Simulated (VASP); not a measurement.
Zn (hcp): the lattice constant c from VASP (plane waves, PAW) at several levels of theory. Static lattice.  The measured value holds thermal and zero-point effects that the static calculation lacks.

```tsv
level	lattice constant c (Å)	error against measurement
LDA	4.742	-4.1 %
PBE	4.924	-0.4 %
PBEsol	4.804	-2.9 %
```

Measured: 4.946 Å at 293 K (as given by Wikipedia, Zinc (infobox)).

The cell of the LDA run:

```cif
data_Zn2
_chemical_formula_sum 'Zn2'
_space_group_name_H-M_alt 'P63/mmc'
_space_group_IT_number 194
_space_group_name_Hall '-P 6c 2c'
_cell_length_a 2.57806
_cell_length_b 2.57806
_cell_length_c 4.74198
_cell_angle_alpha 90.000
_cell_angle_beta 90.000
_cell_angle_gamma 120.000
loop_
_atom_site_label
_atom_site_type_symbol
_atom_site_symmetry_multiplicity
_atom_site_Wyckoff_symbol
_atom_site_fract_x
_atom_site_fract_y
_atom_site_fract_z
_atom_site_occupancy
Zn1 Zn 2 c 0.33333 0.66667 0.25000 1
```

Only levels that ran to the end are used. Left out are those held back, those with too coarse a band path, GW runs whose mesh misses a band edge, hybrids' fits of cells that aren't cubic and levels without matching references; a question may draw on a part of the rest.

The compound is Zn in the hcp structure.
